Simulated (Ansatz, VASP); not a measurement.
# Cross-check of Ba3Hf2TiO9 (random cubic perovskite alloy of BaHfO3 and BaTiO3) between VASP and Ansatz, part 2 of 2

Aim: how closely do two programs agree when they are given the same cell, functional and k mesh? Of the first pair: The structure shown is the start of the Ansatz relaxation below; VASP solves that cell, so the two are compared at the walk's first step.

VASP 6.6.1 and Ansatz 0.2.0.

So far. Step 3 (VASP: single point, PBE, start cell, pair 1): The run ends at a pressure of 4.99 GPa, with forces up to 2.3 eV/Å.

### Step 5. Ansatz: relaxation, PBE

Level of this step: Ansatz beside VASP: Kohn-Sham DFT, plane waves, PBE (Ansatz).

This run makes the geometry at which the two programs are then compared. The cell compared in this pair holds 1942.31 Å³, against 1879.04 Å³ for the pair before.

The structure compared here is the end of the Ansatz relaxation.

The input, input.yaml:

```yaml
crystal:
  lattice:
    - [12.3399, 0.0, 0.0]
    - [0.0, 12.3399, 0.0]
    - [0.0, 0.0, 12.3399]
  atoms:
    - { symbol: Ba, position: [0.00142, 0.99953, 0.99587] }
    - { symbol: Hf, position: [0.16601, 0.16829, 0.16568] }
    - { symbol: O, position: [0.16468, 0.16623, 0.9997] }
    - { symbol: O, position: [0.00107, 0.16818, 0.16916] }
    - { symbol: O, position: [0.16414, 0.00033, 0.16819] }
    - { symbol: Ba, position: [0.99925, 0.00047, 0.33292] }
    - { symbol: Ti, position: [0.16795, 0.16686, 0.49902] }
    - { symbol: O, position: [0.16666, 0.16699, 0.33229] }
    - { symbol: O, position: [0.0018, 0.16597, 0.50039] }
    - { symbol: O, position: [0.16569, 0.99993, 0.50089] }
    - { symbol: Ba, position: [0.99769, 0.00088, 0.66662] }
    - { symbol: Hf, position: [0.16593, 0.16401, 0.83253] }
    - { symbol: O, position: [0.16866, 0.16742, 0.66622] }
    - { symbol: O, position: [0.99593, 0.16716, 0.83326] }
    - { symbol: O, position: [0.16496, 0.99844, 0.8329] }
    - { symbol: Ba, position: [0.99995, 0.33482, 0.99875] }
    - { symbol: Ti, position: [0.16738, 0.50152, 0.16691] }
    - { symbol: O, position: [0.16678, 0.50024, 0.00193] }
    - { symbol: O, position: [0.00356, 0.4998, 0.16301] }
    - { symbol: O, position: [0.16731, 0.33097, 0.16697] }
    - { symbol: Ba, position: [0.00044, 0.33266, 0.33284] }
    - { symbol: Hf, position: [0.16712, 0.49932, 0.49838] }
    - { symbol: O, position: [0.16674, 0.50062, 0.33139] }
    - { symbol: O, position: [0.99976, 0.49634, 0.50073] }
    - { symbol: O, position: [0.16362, 0.33144, 0.50061] }
    - { symbol: Ba, position: [0.99778, 0.33507, 0.66656] }
    - { symbol: Hf, position: [0.16481, 0.49921, 0.83246] }
    - { symbol: O, position: [0.16869, 0.49887, 0.66766] }
    - { symbol: O, position: [0.0035, 0.5003, 0.83268] }
    - { symbol: O, position: [0.16559, 0.33083, 0.83228] }
[... 99 atom lines left out ...]
    - { symbol: O, position: [0.83083, 0.66755, 0.50097] }
    - { symbol: Ba, position: [0.66672, 0.66903, 0.66563] }
    - { symbol: Hf, position: [0.83182, 0.83275, 0.83247] }
    - { symbol: O, position: [0.83194, 0.83227, 0.66599] }
    - { symbol: O, position: [0.6681, 0.83021, 0.8316] }
    - { symbol: O, position: [0.83265, 0.6647, 0.83253] }
kpoints:
  mp_grid: { grid: [1, 1, 1] }
hamiltonian:
  xc: pbe
scf:
  occupations: { method: fixed }
output:
  forces: true
relax:
  f_tol: 0.05
  max_steps: 150
  cell: {}
```

Run with:

```bash
$ ansatz run input.yaml --threads 8 --pin off --max-ram 15872MiB --backend cpu --events-out ev --progress --plain --runs-dir out
```

Numbers of over 12 decimals in the logs are rounded to 6 here.

The program printed:

```text
[...]
Crystal: 135 atoms, lattice volume = 1879.035 Å³
Basis set: ecut = 420 eV, 36785 PW (Γ), exchange–correlation on 180×180×180 points (8 copies of the dense FFT grid, shifted against one another)
Bands: 801, of which v1, the nominal top of the filled ones, is band 666 counted from 1 (665 counted from 0)
Symmetry: 1 space group operations
[...]
k-points: 1
[...]
- { symbol: Ba, position: [0.656382, 0.672152, 0.998741] }
    - { symbol: Hf, position: [0.826201, 0.833751, 0.166242] }
[...]
- { symbol: Ba, position: [0.658947, 0.665491, 0.335172] }
    - { symbol: Hf, position: [0.831434, 0.835603, 0.499513] }
[...]
- { symbol: O, position: [0.837826, 0.666544, 0.501072] }
    - { symbol: Ba, position: [0.659875, 0.666649, 0.667838] }
    - { symbol: Hf, position: [0.826810, 0.832636, 0.832815] }
    - { symbol: O, position: [0.840080, 0.832749, 0.666651] }
    - { symbol: O, position: [0.669201, 0.832629, 0.833858] }
    - { symbol: O, position: [0.838230, 0.660638, 0.831901] }
```

### Step 6. VASP: single point, PBE, relaxed cell, pair 2

The same cell, functional and mesh now go to VASP, with its own data sets.

The input, INCAR:

```
SYSTEM = Ba3Hf2TiO9
PREC = Accurate
ENCUT = 600
EDIFF = 1E-06
NELM = 120
ISMEAR = 0
SIGMA = 0.01
LREAL = Auto
ALGO = Normal
GGA = PE
NBANDS = 616
LASPH = .TRUE.
LORBIT = 11
LWAVE = .FALSE.
LCHARG = .FALSE.
ISIF = 2
GGA_COMPAT = .FALSE.
EFERMI = MIDGAP
```

The input, POSCAR:

```
Ba3Hf2TiO9
1.0
   12.6031380000     -0.0081060000      0.0000170000
   -0.0081060000     12.3965050000     -0.0013390000
    0.0000170000     -0.0013390000     12.4319660000
Ba Hf O Ti
27 18 81 9
Direct
    0.9985000000      0.0004600000      0.9976400000
    0.9964100000      0.0062600000      0.3364400000
    0.9956300000      0.0069100000      0.6604300000
    0.9967400000      0.3388300000      0.9977000000
    0.9971300000      0.3325000000      0.3350100000
    0.9933600000      0.3327600000      0.6651700000
    0.9990900000      0.6675800000      0.9976500000
    0.9994900000      0.6674000000      0.3301100000
    0.9940600000      0.6639800000      0.6677800000
    0.3279400000      0.9923000000      0.0016000000
    0.3263100000      0.0008800000      0.3337400000
    0.3284300000      0.9994900000      0.6672700000
    0.3271100000      0.3385800000      0.0039700000
    0.3267700000      0.3366600000      0.3327700000
    0.3287100000      0.3328100000      0.6635600000
    0.3259600000      0.6744400000      0.0042500000
    0.3270500000      0.6674700000      0.3286600000
    0.3316000000      0.6703600000      0.6697700000
    0.6571700000      0.9946600000      0.9993500000
    0.6619000000      0.9997500000      0.3327900000
    0.6606300000      0.9982000000      0.6694800000
    0.6649400000      0.3359400000      0.9976800000
    0.6609000000      0.3372300000      0.3362400000
    0.6630000000      0.3375100000      0.6648500000
    0.6563800000      0.6721500000      0.9987400000
    0.6589500000      0.6654900000      0.3351700000
    0.6598700000      0.6666500000      0.6678400000
    0.1643800000      0.1712800000      0.1677700000
    0.1653400000      0.1662100000      0.8313000000
    0.1632800000      0.4995600000      0.4981400000
[... 99 atom lines left out ...]
    0.1553200000      0.8344600000      0.8237000000
    0.4908000000      0.5016700000      0.5005300000
    0.4899100000      0.8343700000      0.1757200000
    0.4876100000      0.8344300000      0.8401100000
    0.8180200000      0.1684500000      0.4994300000
    0.8249500000      0.5024700000      0.8326500000
```

The input, KPOINTS:

```
Automatic mesh
0
Gamma
1 1 1
0 0 0
```

Potentials, in the order of the species: Ba_sv, Hf_pv, O and Ti_sv (PBE family, release 64).

Run with:

```bash
$ export OMP_NUM_THREADS=3
$ mpirun -np 1 vasp_gam
```

The program printed:

```text
[... set-up lines as in an earlier step ...]
 entering main loop
       N       E                     dE             d eps       ncg     rms          rms(c)
DAV:   1     0.147522690069E+05    0.14752E+05   -0.66359E+05  1232   0.202E+03
DAV:   2     0.965519043852E+03   -0.13787E+05   -0.13039E+05  1568   0.528E+02
DAV:   3    -0.120305064647E+04   -0.21686E+04   -0.21208E+04  1376   0.198E+02
DAV:   4    -0.135757086848E+04   -0.15452E+03   -0.15405E+03  1704   0.542E+01
[...]
DAV:  19    -0.114195404461E+04    0.63785E-05   -0.21472E-05  1608   0.961E-03    0.288E-02
DAV:  20    -0.114195403688E+04    0.77305E-05   -0.28548E-05  1584   0.100E-02    0.693E-03
DAV:  21    -0.114195403682E+04    0.56629E-07   -0.45941E-06  1216   0.310E-03
   1 F= -.11419540E+04 E0= -.11419540E+04  d E =0.000000E+00
```

From OUTCAR (step 6):

```text
  FREE ENERGIE OF THE ION-ELECTRON SYSTEM (eV)
  ---------------------------------------------------
  free  energy   TOTEN  =     -1141.9540368240 eV

  energy  without entropy=    -1141.9540368240  energy(sigma->0) =    -1141.95403682
```

The run ends at a pressure of -0.02 GPa, with forces up to 0.18 eV/Å.

### Step 7. Comparison

What differs besides the data sets and the points named for the pairs above, as far as they apply: the data sets hold 1332 valence electrons in Ansatz (on its default PAW (the set named soft_2) files) and 1044 in VASP; the cutoff is 420 eV in Ansatz and 600 eV in VASP (PREC = Accurate, projectors in real space). Total energies have different zeros and are not compared.

Compared:

```tsv
quantity	Ansatz	VASP	difference
pressure (GPa)	0.02	-0.02	+0.04
gap on the k mesh (eV)	2.986	2.943	+0.043
```

Forces on 8 of the 135 atoms, those with the largest forces and the largest differences (eV/Å; atoms numbered as in POSCAR):

```tsv
atom	Ansatz x, y, z	VASP x, y, z
O52	0.001, 0.001, 0.000	-0.025, 0.018, 0.176
O65	-0.003, 0.001, 0.001	-0.178, 0.013, -0.003
O75	0.001, 0.001, 0.000	-0.032, 0.175, 0.015
O81	-0.001, 0.000, 0.001	-0.037, 0.178, 0.015
O94	-0.001, 0.001, 0.002	-0.025, 0.009, 0.179
O97	0.000, 0.000, 0.003	-0.023, 0.010, -0.175
O99	0.001, 0.003, 0.001	-0.041, -0.177, 0.019
O104	-0.003, 0.001, 0.001	-0.180, -0.006, 0.004
```

The forces differ by 61 meV/Å r.m.s., where the r.m.s. force is 0.002 eV/Å in Ansatz and 0.061 eV/Å in VASP: the atoms lie near their places of rest in Ansatz, so a percentage would say little (all taken over all components). A gap on the mesh is an upper bound, since the band edges may lie between its points; neither run holds spin-orbit coupling, which can move the band edges of a compound of Hf.

### Step 8. What came out

```yaml
r_m_s_force_difference_single_point_pbe_start_cell_pair_1: 11 % of the r.m.s. force
r_m_s_force_difference_single_point_pbe_relaxed_cell_pair_2: 61 meV/Å
difference_in_gap_on_the_k_mesh_single_point_pbe_relaxed_cell_pair_2: 0.043 eV
```

The r.m.s. force difference is 61 meV/Å (single point, PBE, relaxed cell, pair 2), beyond the 12 meV/Å picked in this series as the mark of a large difference. The data sets hold unlike numbers of valence electrons (1332 in Ansatz and 1044 in VASP), so part of the differences comes from the potentials. What causes the difference of the single point, PBE, start cell, pair 1 pair stays open here. What causes the difference of the single point, PBE, relaxed cell, pair 2 pair stays open here. Such differences can come from data sets, numerical settings and the points named under the comparisons, not from the functional's error against experiment.

[Lines on the potential files, build, host, timing and source positions are cut from VASP's logs without a mark.]

[Logs are printed without paths, hosts, clocks, repeated set-up lines and the standing remarks that a program may print on its own settings, such as how far it seeks lower states.]

[Hosts, paths, dates, database ids (printed as entryN), source tags and the programs' standing remarks are cut or masked in the printed files.]
